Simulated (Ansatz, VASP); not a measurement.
# Cross-check of Cu4H (H/Cu(100)) between VASP and Ansatz

Wanted: the spread between two codes on one cell, functional and k mesh. Of the first pair: The structure shown is the start of the Ansatz relaxation below; VASP solves that cell, so the two are compared at the walk's first step.

Method: plane waves, with VASP 6.6.1 beside it; PBE, in Ansatz 0.2.0.

### 1. The structure

The cell holds 5 atoms: 4 Cu and 1 H. Cell: a = 2.553 Å, b = 2.553 Å, c = 24.016 Å, α = 90.0°, β = 90.0°, γ = 90.0°. Vacuum lies along c.

### 2. Ansatz: relaxation, PBE

Ansatz runs on its PAW soft_1 files.

The two programs are compared at the cell with which this relaxation starts, whose forces are those of its first step.

The input, input.yaml:

```yaml
crystal:
  lattice:
    - [2.5526554801, 0.0, 0.0]
    - [0.0, 2.5526554801, 0.0]
    - [0.0, 0.0, 24.0156622975]
  atoms:
    - { symbol: Cu, position: [0.5, 0.5, 0.3747554362] }
    - { symbol: Cu, position: [0.0, 0.0, 0.4499147209] }
    - { symbol: Cu, position: [0.5, 0.5, 0.5263382666] }
    - { symbol: Cu, position: [0.0, 0.0, 0.6002608681] }
    - { symbol: H, position: [0.5, 0.5, 0.6252445638] }
kpoints:
  mp_grid: { grid: [12, 12, 1] }
hamiltonian:
  xc: pbe
  pseudopotentials: { kind: paw, azcp: { folder: soft_1 } }
scf:
  occupations: { method: fermi_dirac, width: 0.1 }
  convergence: { dr2_threshold: 1.0e-08 }
efield:
  axis: 3
  dipole_correction: true
  ramp_position: 0.97
  ramp_width: 0.06
relax:
  f_tol: 0.02
  max_steps: 60
  constraints: [{ sites: [0, 1] }]
output:
  write_potential: true
  write_density: true
  volumetric_format: npy
```

Launch:

```bash
> ansatz run input.yaml --threads 4 --pin off --max-ram 16384MiB --backend cpu --events-out ev --progress --plain --runs-dir out
```

Numbers of over 12 decimals in the logs are rounded to 6 here.

Output:

```text
Engine: ansatz 0.2.0, aarch64-unknown-linux-gnu
Pseudopotentials: kind: paw
Pseudopotential: Cu, paw, valence charge 19, recommended cutoff 420 eV (normal), soft_1/Cu.paw.azcp
Pseudopotential: H, paw, valence charge 1, recommended cutoff 420 eV (normal), soft_1/H.paw.azcp
Functional definition: PBE
  parameter kappa = 0.804
  parameter beta = 0.066725
  exchange = pbe_x(kappa = kappa, mu = beta*pi^2/3)
  correlation = pbe_c(beta = beta)
Crystal: 5 atoms, lattice volume = 156.487 Å³
Basis set: ecut = 420 eV, 3085 PW (Γ), exchange–correlation on 36×36×324 points (8 copies of the dense FFT grid, shifted against one another)
Bands: 47, of which v1, the nominal top of the filled ones, is band 39 counted from 1 (38 counted from 0)
Symmetry: 8 space group operations
Space group: P4mm (ITA 99), of the structure as read, at distance tolerance 5.4e-5 Å
k-points: 28 of 144
Non-local potential: Cu, projectors of the file, l = 0: 3, l = 1: 2, l = 2: 3, l = 3: 1
Non-local potential: H, projectors of the file, l = 0: 2, l = 1: 1
PAW form: soft (Blöchl's): semilocal exchange-correlation on the pseudo side does not see the compensation charge
PAW one-centre angular grid: Cu, 590 points (default); XC on 64 Gauss nodes
PAW one-centre angular grid: H, 110 points (default); XC on 64 Gauss nodes
Initial density: superposition of atomic densities (neutral atoms: chi_scale 0, normalization atom)
Initial wavefunctions: pseudopotential atomic-orbital guess
Functional: x = pbe(κ = 0.804, μ = 0.219515), c = pbe(β = 0.066725)
SCF iter   1: F=—  HF=-26519.093556 eV  |F-HF|=—  |Δ(HF+E_count)|=         —  Δρ=1.43e-1  dr2=2.03e1  ethr=3.10e-3  p=0.000 e·Å  D=3.83e-7 V/Å  ΔV_dip=-0.00 eV  dr2_dipole=5.96e-2  V_vac-E_F(+/−)=4.28/4.28 eV  ⟨swp⟩=10.0  Hψ=6171  notcnv=0  defer=7
efield: sawtooth ramp at fractional position 0.9700 (set: `efield.ramp_position`, or a place that a band, a saddle search or an elastic batch's reference lends), width 0.0600; the density the first Hamiltonian is built on has a dipole p = 0.000 e·Å; the dipole correction subtracts the counter field D = 3.83e-7 V/Å, which shifts the + side's vacuum level by -0.00 eV against the − side's; the planar-averaged density in the ramp window peaks in size at 5.2e-5 e/Å³
preconditioner: auto → LDOS  [metal: Δε(μ)=0.084 eV  Ē_g=7.748 eV  σ=0.100 eV  W_gap=0.21  n_scr=18 (ndim 8)  ℏωp=19.9 eV  f_vac=0.635  D(μ)=1.58/eV (n_scr^D=10)  β→1.0]
SCF iter   2: F=—  HF=-26536.962667 eV  |F-HF|=—  |Δ(HF+E_count)|=    1.79e1  Δρ=2.73e-1  dr2=6.46e1  ethr=3.10e-3  p=-0.046 e·Å  D=-5.37e-2 V/Å  ΔV_dip=1.29 eV  dr2_dipole=5.19e-1  V_vac-E_F(+/−)=4.15/2.86 eV  ⟨swp⟩=4.0  Hψ=4359  notcnv=0  defer=54  recentre
SCF iter   3: F=—  HF=-26515.877483 eV  |F-HF|=—  |Δ(HF+E_count)|=    2.11e1  Δρ=5.07e-2  dr2=2.77e0  ethr=3.10e-3  p=-0.003 e·Å  D=-3.83e-3 V/Å  ΔV_dip=0.09 eV  dr2_dipole=2.94e-2  V_vac-E_F(+/−)=4.62/4.53 eV  ⟨swp⟩=4.0  Hψ=3689  notcnv=0  defer=67
SCF iter   4: F=—  HF=-26515.482697 eV  |F-HF|=—  |Δ(HF+E_count)|=   3.95e-1  Δρ=2.06e-2  dr2=4.48e-1  ethr=3.10e-3  p=0.006 e·Å  D=7.35e-3 V/Å  ΔV_dip=-0.18 eV  dr2_dipole=1.93e-2  V_vac-E_F(+/−)=4.47/4.65 eV  ⟨swp⟩=2.2  Hψ=2300  notcnv=0  defer=58
SCF iter   5: F=—  HF=-26515.421214 eV  |F-HF|=—  |Δ(HF+E_count)|=   6.15e-2  Δρ=4.88e-3  dr2=2.20e-2  ethr=5.81e-4  p=0.002 e·Å  D=2.11e-3 V/Å  ΔV_dip=-0.05 eV  dr2_dipole=6.62e-4  V_vac-E_F(+/−)=4.59/4.64 eV  ⟨swp⟩=2.0  Hψ=2296  notcnv=0  defer=61
SCF iter   6: F=—  HF=-26515.421814 eV  |F-HF|=—  |Δ(HF+E_count)|=   6.00e-4  Δρ=2.78e-3  dr2=6.89e-3  ethr=2.85e-5  p=0.004 e·Å  D=5.16e-3 V/Å  ΔV_dip=-0.12 eV  dr2_dipole=7.62e-5  V_vac-E_F(+/−)=4.53/4.66 eV  ⟨swp⟩=2.5  Hψ=2189  notcnv=0  defer=61
SCF iter   7: F=—  HF=-26515.422800 eV  |F-HF|=—  |Δ(HF+E_count)|=   9.86e-4  Δρ=8.50e-4  dr2=6.88e-4  ethr=8.95e-6  p=0.005 e·Å  D=5.22e-3 V/Å  ΔV_dip=-0.13 eV  dr2_dipole=2.16e-9  V_vac-E_F(+/−)=4.49/4.62 eV  ⟨swp⟩=2.0  Hψ=1901  notcnv=0  defer=61
SCF iter   8: F=—  HF=-26515.423120 eV  |F-HF|=—  |Δ(HF+E_count)|=   3.20e-4  Δρ=2.21e-4  dr2=4.76e-5  ethr=8.94e-7  p=0.005 e·Å  D=6.07e-3 V/Å  ΔV_dip=-0.15 eV  dr2_dipole=2.29e-8  V_vac-E_F(+/−)=4.47/4.61 eV  ⟨swp⟩=2.1  Hψ=1977  notcnv=0  defer=61
SCF iter   9: F=—  HF=-26515.423152 eV  |F-HF|=—  |Δ(HF+E_count)|=   3.18e-5  Δρ=1.45e-4  dr2=2.70e-5  ethr=6.18e-8  p=0.005 e·Å  D=6.08e-3 V/Å  ΔV_dip=-0.15 eV  dr2_dipole=3.85e-8  V_vac-E_F(+/−)=4.46/4.61 eV  ⟨swp⟩=2.1  Hψ=1948  notcnv=0  defer=61
SCF iter  10: F=—  HF=-26515.423156 eV  |F-HF|=—  |Δ(HF+E_count)|=   4.34e-6  Δρ=2.80e-5  dr2=1.05e-6  ethr=3.51e-8  p=0.005 e·Å  D=6.09e-3 V/Å  ΔV_dip=-0.15 eV  dr2_dipole=6.60e-8  V_vac-E_F(+/−)=4.46/4.61 eV  ⟨swp⟩=2.0  Hψ=1761  notcnv=0  defer=61
[...]
efield: sawtooth ramp at fractional position 0.9700 (set: `efield.ramp_position`, or a place that a band, a saddle search or an elastic batch's reference lends), width 0.0600; the density the first Hamiltonian is built on has a dipole p = 0.007 e·Å; the dipole correction subtracts the counter field D = 8.50e-3 V/Å, which shifts the + side's vacuum level by -0.20 eV against the − side's; the planar-averaged density in the ramp window peaks in size at 3.6e-5 e/Å³
preconditioner: auto → LDOS  [metal: Δε(μ)=0.027 eV  Ē_g=8.439 eV  σ=0.100 eV  W_gap=0.07  n_scr=18 (ndim 8)  ℏωp=19.9 eV  f_vac=0.634  D(μ)=1.02/eV (n_scr^D=8)  β→1.0]
SCF iter   2: F=—  HF=-26515.484576 eV  |F-HF|=—  |Δ(HF+E_count)|=   4.94e-4  Δρ=7.95e-4  dr2=1.19e-3  ethr=2.40e-6  p=0.009 e·Å  D=1.01e-2 V/Å  ΔV_dip=-0.24 eV  dr2_dipole=2.08e-4  V_vac-E_F(+/−)=4.34/4.58 eV  ⟨swp⟩=2.2  Hψ=2558  notcnv=0  defer=65
SCF iter   3: F=—  HF=-26515.484489 eV  |F-HF|=—  |Δ(HF+E_count)|=   8.64e-5  Δρ=8.92e-4  dr2=7.24e-4  ethr=1.54e-6  p=0.007 e·Å  D=8.08e-3 V/Å  ΔV_dip=-0.19 eV  dr2_dipole=3.79e-6  V_vac-E_F(+/−)=4.39/4.58 eV  ⟨swp⟩=2.1  Hψ=2295  notcnv=0  defer=65
SCF iter   4: F=—  HF=-26515.484330 eV  |F-HF|=—  |Δ(HF+E_count)|=   1.60e-4  Δρ=8.16e-5  dr2=1.08e-5  ethr=9.40e-7  p=0.007 e·Å  D=8.44e-3 V/Å  ΔV_dip=-0.20 eV  dr2_dipole=4.73e-7  V_vac-E_F(+/−)=4.38/4.58 eV  ⟨swp⟩=2.1  Hψ=1933  notcnv=0  defer=65
SCF iter   5: F=—  HF=-26515.484374 eV  |F-HF|=—  |Δ(HF+E_count)|=   4.49e-5  Δρ=5.62e-5  dr2=2.87e-6  ethr=1.40e-8  p=0.007 e·Å  D=8.63e-3 V/Å  ΔV_dip=-0.21 eV  dr2_dipole=5.01e-8  V_vac-E_F(+/−)=4.37/4.58 eV  ⟨swp⟩=3.0  Hψ=2576  notcnv=0  defer=65
SCF iter   6: F=—  HF=-26515.484372 eV  |F-HF|=—  |Δ(HF+E_count)|=   2.51e-6  Δρ=1.39e-5  dr2=2.14e-7  ethr=3.73e-9  p=0.007 e·Å  D=8.65e-3 V/Å  ΔV_dip=-0.21 eV  dr2_dipole=1.45e-9  V_vac-E_F(+/−)=4.37/4.58 eV  ⟨swp⟩=2.0  Hψ=1834  notcnv=0  defer=65
SCF iter   7: F=—  HF=-26515.484372 eV  |F-HF|=—  |Δ(HF+E_count)|=   5.70e-7  Δρ=7.60e-6  dr2=5.67e-8  ethr=2.77e-10  p=0.007 e·Å  D=8.66e-3 V/Å  ΔV_dip=-0.21 eV  dr2_dipole=3.01e-9  V_vac-E_F(+/−)=4.37/4.58 eV  ⟨swp⟩=2.1  Hψ=2262  notcnv=0  defer=65
SCF iter   8: F=—  HF=-26515.484373 eV  |F-HF|=—  |Δ(HF+E_count)|=   2.42e-7  Δρ=8.10e-6  dr2=5.73e-8  ethr=7.36e-11  p=0.007 e·Å  D=8.67e-3 V/Å  ΔV_dip=-0.21 eV  dr2_dipole=4.77e-10  V_vac-E_F(+/−)=4.37/4.58 eV  ⟨swp⟩=2.4  Hψ=2358  notcnv=0  defer=65
SCF iter   9: F=-26515.484373 eV  HF=-26515.484373 eV  |F-HF|=9.30e-9  |Δ(HF+E_count)|=   1.03e-7  Δρ=1.51e-6  dr2=2.10e-9  ethr=1.30e-11  p=0.008 e·Å  D=8.68e-3 V/Å  ΔV_dip=-0.21 eV  dr2_dipole=6.08e-13  V_vac-E_F(+/−)=4.37/4.58 eV  ⟨swp⟩=7.5  Hψ=8671  notcnv=0
SCF 4 converged in 9 iterations: F = -26515.484373 eV  dr2 = 2.10e-9
relax step   4: F+E_penalty+E_count = -26515.48437285 eV  Δ(F+E_penalty+E_count) = -6.611e-4 eV  max|allowed force component| = 3.350e-3 eV/Å  Δτ_max = 0.0237 Å  (9 SCF iters, accepted)
NSCF: frozen V_eff on 28 k-points
the band table was solved once a step of the walk had ended and its energy, with any forces and stress, was formed, with the checks that follow a solve (7009 applications of the Hamiltonian). They found nothing against the state; the energy, forces and stress were not computed again (output.eigenvalues in the input reference)
WARN: The output density's exchange-correlation potential varies sharply where the density is thin. Do not read a vacuum level from v_tot or v_xc, or from such a field of the output density. On a cell that repeats whose density bears no net charge and no dipole along the vacuum's axis use v_es (v_loc + v_h of the components); under efield.dipole_correction with no amplitude use v_es + v_field, which holds any externa [...]
SCF converged after 9 iterations
Free energy (F): -26515.484373 eV
Harris-Foulkes:  -26515.484373 eV  (|F-HF|=9.30e-9)
Internal energy: -26515.449070 eV  (E = F + TS)
E sigma→0 (E₀):  -26515.466721 eV
Entropy (-TS):   -0.035303 eV (-7.061 meV/atom)
Fermi energy:    2.036354 eV
Dipole field:    D = 0.008679 V/Å  (p = 0.007505 e·Å, saw-weighted, corrected)
Work function:   Φ+ = 4.3723 eV   Φ− = 4.5808 eV
Levels:          The Fermi level and band energies are counted from a zero that moves with the ramp; work functions are not
--- Per-component energies (eV) ---
  E_band       = -2559.436542
  E_kinetic    = 1056.076326
  E_local      = -177490.222371  (includes V_loc(G=0)·N_el)
  E_nonlocal   = 3567.457306
  E_hartree    = 86822.814879
  E_xc         = -281.978637
  E_vxc        = -363.933867  (∫ρ·V_xc dr)
  E_paw        = -7265.188196  (= ΣΔE_a)
  E_vpaw       = -2974.597333  (= ΣTr[D̂ρ^β])
  E_aug_tail   = 0.003163  (compensation charges beyond the density's cutoff)
  E_efield     = 0.000033  (sawtooth field / dipole correction)
  E_vefield    = 0.142153  (∫n·V_field dr)
  E_ewald      = 67075.588427
  E_smearing   = -0.035303  (= −TS)
  E_closure    = -0.000000  (closes the sum)
  Σ components = -26515.484373   (vs F -26515.484373, Δ=0.00e0)
--- Forces (eV/Å), atoms counted from 1 ---
  atom   1  Cu    -0.00000000     0.00000000     0.10774886
  atom   2  Cu     0.00000000     0.00000000    -0.10549045
  atom   3  Cu     0.00000000     0.00000000    -0.00334977
  atom   4  Cu     0.00000000     0.00000000     0.00185765
  atom   5  H     -0.00000000     0.00000000    -0.00078990
  max |Σ_I F_I| component: 2.36e-5 eV/Å
--- Band table (eV; the first three rows and the last of 28) ---
  k-point 0: bands = [... 35 lower, 0.3063, 0.4693, 0.5494, 0.5494, 0.6107, 2.6612, 5.8800, 6.4032, ... 4 higher]
  k-point 1: bands = [... 35 lower, 0.2658, 0.3662, 0.5376, 0.5997, 0.9199, 3.0099, 6.0272, 6.5627, ... 4 higher]
  k-point 2: bands = [... 35 lower, 0.2082, 0.2381, 0.4773, 0.5939, 1.6282, 3.8358, 6.4519, 7.0409, ... 4 higher]
  k-point 27: bands = [... 35 lower, 0.9928, 4.1897, 4.2213, 4.2213, 6.0429, 6.0429, 8.7481, 8.7481, ... 4 higher]
--- Relaxed structure (4 steps of the walk, 4 accepted, 0 SCFs on fresh bases) ---
  F+E_penalty+E_count = -26515.48437285 eV   max|allowed force component| = 3.350e-3 eV/Å
  atoms:
    - { symbol: Cu, position: [0.5, 0.5, 0.3747554362] }
    - { symbol: Cu, position: [0.0, 0.0, 0.449915] }
    - { symbol: Cu, position: [0.5, 0.5, 0.525527] }
    - { symbol: Cu, position: [0, 0.0, 0.607256] }
    - { symbol: H, position: [0.5, 0.5, 0.626675] }
```

### 3. VASP: single point, PBE, start cell, pair 1

The same cell, functional, mesh and smearing now go to VASP, with its own data sets.

Lines of VASP's logs that name or quote its potential files are left out, and so is its time.

The input, INCAR:

```
SYSTEM = Cu4H
PREC = Accurate
ENCUT = 520
EDIFF = 1E-06
NELM = 120
ISMEAR = -1
SIGMA = 0.1
LREAL = .FALSE.
ALGO = Normal
GGA = PE
NBANDS = 28
LASPH = .TRUE.
LORBIT = 11
LWAVE = .FALSE.
LCHARG = .FALSE.
ISIF = 2
LDIPOL = .TRUE.
IDIPOL = 3
DIPOL = 0.5 0.5 0.517
LVHAR = .TRUE.
GGA_COMPAT = .FALSE.
NELMDL = -8
KPAR = 4
```

The input, POSCAR:

```
Cu4H
1.0
    2.5526554801      0.0000000000      0.0000000000
    0.0000000000      2.5526554801      0.0000000000
    0.0000000000      0.0000000000     24.0156622975
Cu H
4 1
Direct
    0.5000001018      0.5000001018      0.3747554362
    0.0000001018      0.0000001018      0.4499147209
    0.5000001018      0.5000001018      0.5263382639
    0.0000001018      0.0000001018      0.6002608557
    0.5000001018      0.5000001018      0.6252445514
```

The input, KPOINTS:

```
Automatic mesh
0
Gamma
12 12 1
0 0 0
```

The projector-augmented-wave data sets are Cu and H (PBE family, release 64).

Launch:

```bash
> mpirun -np 4 vasp_std
```

Output:

```text
[banner, memory and clock lines left out]
running    4 mpi-ranks, on    1 nodes
 distrk:  each k-point on    1 cores,    4 groups
 distr:  one band on    1 cores,    1 groups

 POSCAR found type information on POSCAR CuH
 POSCAR found :  2 types and       5 ions
 LDA part: xc-table for (Slater+PW92), standard interpolation
 POSCAR, INCAR and KPOINTS ok, starting setup
 FFT: planning ... GRIDC
 FFT: planning ... GRID_SOFT
 FFT: planning ... GRID
 WAVECAR not read
 entering main loop
       N       E                     dE             d eps       ncg     rms          rms(c)
DAV:   1     0.368203064805E+03    0.36820E+03   -0.19438E+04  1568   0.186E+03
DAV:   2     0.785712394804E+01   -0.36035E+03   -0.34856E+03  1584   0.378E+02
DAV:   3    -0.197252403382E+02   -0.27582E+02   -0.26441E+02  1784   0.158E+02
DAV:   4    -0.207332542371E+02   -0.10080E+01   -0.10002E+01  1840   0.354E+01
DAV:   5    -0.207605751993E+02   -0.27321E-01   -0.27308E-01  1808   0.455E+00
DAV:   6    -0.207620739483E+02   -0.14987E-02   -0.14987E-02  2052   0.930E-01
DAV:   7    -0.207621306036E+02   -0.56655E-04   -0.56655E-04  2048   0.162E-01
DAV:   8    -0.207621326899E+02   -0.20863E-05   -0.20861E-05  1668   0.246E-02    0.151E+01
DAV:   9    -0.187905619463E+02    0.19716E+01   -0.42906E+01  1744   0.153E+02    0.826E+00
DAV:  10    -0.173714497845E+02    0.14191E+01   -0.11943E+01  1916   0.108E+02    0.312E+00
DAV:  11    -0.171962258899E+02    0.17522E+00   -0.44155E+00  2584   0.774E+01    0.142E+00
DAV:  12    -0.171654330952E+02    0.30793E-01   -0.10529E+00  2508   0.311E+01    0.123E+00
DAV:  13    -0.171515387995E+02    0.13894E-01   -0.16231E-01  2384   0.140E+01    0.817E-01
DAV:  14    -0.171417539193E+02    0.97849E-02   -0.70721E-02  2008   0.685E+00    0.233E-01
[...]
DAV:  22    -0.171401126949E+02   -0.95757E-04   -0.72275E-06  1576   0.496E-02    0.291E-03
DAV:  23    -0.171401524096E+02   -0.39715E-04   -0.45816E-06  1432   0.489E-02    0.230E-03
DAV:  24    -0.171401611128E+02   -0.87032E-05   -0.79903E-07  1176   0.296E-02    0.935E-04
DAV:  25    -0.171401652898E+02   -0.41770E-05   -0.76129E-07  1136   0.208E-02    0.799E-04
DAV:  26    -0.171401683529E+02   -0.30631E-05   -0.26020E-07  1120   0.165E-02    0.361E-04
DAV:  27    -0.171401697652E+02   -0.14123E-05   -0.13130E-07  1080   0.103E-02    0.390E-04
DAV:  28    -0.171401708677E+02   -0.11025E-05   -0.73159E-08   948   0.541E-03    0.290E-04
DAV:  29    -0.171401713236E+02   -0.45593E-06   -0.51116E-08   944   0.271E-03
   1 F= -.17140171E+02 E0= -.17122410E+02  d E =-.355229E-01
```

From OUTCAR (step 3):

```text
ion  position               nearest neighbor table
   1  0.500  0.500  0.375-   2 2.55   2 2.55   2 2.55   2 2.55
   2  0.000  0.000  0.450-   1 2.55   1 2.55   1 2.55   1 2.55   3 2.57   3 2.57   3 2.57   3 2.57

  LATTYP: Found a simple tetragonal cell.
 ALAT       =     2.5526554801
 C/A-ratio  =     9.4081095098

 Subroutine GETGRP returns: Found  8 space group operations
 (whereof  8 operations were pure point group operations)

The static configuration has the point symmetry C_4v.

 Found     28 irreducible k-points:

   k-points           NKPTS =     28   k-points in BZ     NKDIM =     28   number of bands    NBANDS=     28

   dimension x,y,z NGX =    20 NGY =   20 NGZ =  180
   dimension x,y,z NGXF=    40 NGYF=   40 NGZF=  360

   ENCUT  =  520.0 eV  38.22 Ry    6.18 a.u.   4.75  4.75 44.65*2*pi/ulx,y,z

   NELECT =      45.0000    total number of electrons

 k-points in reciprocal lattice and weights: Automatic mesh
   0.00000000  0.00000000  0.00000000       0.007
   0.08333333  0.00000000  0.00000000       0.028
   0.16666667  0.00000000  0.00000000       0.028
   0.25000000  0.00000000  0.00000000       0.028
   0.33333333  0.00000000  0.00000000       0.028
   0.41666667  0.00000000  0.00000000       0.028
   0.50000000  0.00000000  0.00000000       0.014
   0.08333333  0.08333333  0.00000000       0.028
   0.16666667  0.08333333  0.00000000       0.056
[...]
0.50000000  0.41666667  0.00000000       0.028
   0.50000000  0.50000000  0.00000000       0.007

 dipolmoment           0.000000      0.000000     -0.004589 electrons x Angstroem

 average (electrostatic) potential at core
       1 -71.5130       2 -71.9288       3 -71.9728       4 -72.4231       5 -38.0440

 E-fermi :  -0.6666

 k-point     1 :       0.0000    0.0000    0.0000
  band No.  band energies     occupation
    ...
     20      -2.4762      2.00000
     21      -2.1841      2.00000
     22      -2.1841      2.00000
     23      -2.1684      2.00000
     24      -2.1117      2.00000
     25       0.0613      0.00138
     26       3.3157      0.00000
     27       3.7320      0.00000
     28       4.3576      0.00000

 k-point     2 :       0.0833    0.0000    0.0000
  band No.  band energies     occupation
    ...
     20      -2.5016      2.00000
     21      -2.3581      2.00000
     22      -2.1928      2.00000
     23      -2.1271      2.00000
     24      -1.7310      1.99995
     25       0.4083      0.00004
     26       3.4675      0.00000
     27       3.8923      0.00000
     28       4.5191      0.00000

 k-point     3 :       0.1667    0.0000    0.0000
  band No.  band energies     occupation
    ...
     20      -2.5292      2.00000
     21      -2.4914      2.00000
     22      -2.2463      2.00000
     23      -2.1397      2.00000
     24      -1.0226      1.94472
     25       1.2378      0.00000
     26       3.9087      0.00000
     27       4.3730      0.00000
     28       4.9959      0.00000

  Total       -0.7651827     -0.7651827      0.7447146      0.0000000      0.0000000      0.0000000
  in kB       -7.8342373     -7.8342373      7.6246777      0.0000000      0.0000000      0.0000000
  external PRESSURE =      -2.6812656 kB  Pullay stress =       0.0000000 kB

  energy-cutoff  :      520.00
  volume of cell :      156.49
      direct lattice vectors                 reciprocal lattice vectors
     2.552655480  0.000000000  0.000000000     0.391748909  0.000000000  0.000000000
     0.000000000  2.552655480  0.000000000     0.000000000  0.391748909  0.000000000
     0.000000000  0.000000000 24.015662298     0.000000000  0.000000000  0.041639493

 POSITION                                       TOTAL-FORCE (eV/Angst)
 -----------------------------------------------------------------------------------
      1.27633      1.27633      9.00000         0.000000     -0.000000      0.081505
      0.00000      0.00000     10.80500         0.000000     -0.000000     -0.062039
      1.27633      1.27633     12.64036         0.000000      0.000000     -0.622343
      0.00000      0.00000     14.41566         0.000000     -0.000000      0.779941
      1.27633      1.27633     15.01566         0.000000      0.000000     -0.177064
 -----------------------------------------------------------------------------------
    total drift:                               -0.000129     -0.000129      0.000019

  FREE ENERGIE OF THE ION-ELECTRON SYSTEM (eV)
  ---------------------------------------------------
  free  energy   TOTEN  =       -17.1401713236 eV

  energy  without entropy=      -17.1046484173  energy(sigma->0) =      -17.12240987

 vacuum level on the upper side and lower side of the slab         3.794         3.922

 total charge
# of ion       s       p       d       tot
------------------------------------------
    1        0.441   0.260   9.207   9.908
    2        0.442   0.374   9.175   9.990
    3        0.442   0.389   9.186  10.016
    4        0.398   0.403   9.196   9.996
    5        0.475   0.017   0.000   0.492
--------------------------------------------------
tot          2.197   1.442  36.764  40.403

[... 3 further parts left out ...]
```

(Continued in part 2 of 2.)

[Lines on the potential files, build, host, timing and source positions are cut from VASP's logs without a mark.]

[Logs are printed without paths, hosts, clocks, repeated set-up lines and the standing remarks that a program may print on its own settings, such as how far it seeks lower states.]

[Hosts, paths, dates, database ids (printed as entryN), source tags and the programs' standing remarks are cut or masked in the printed files.]
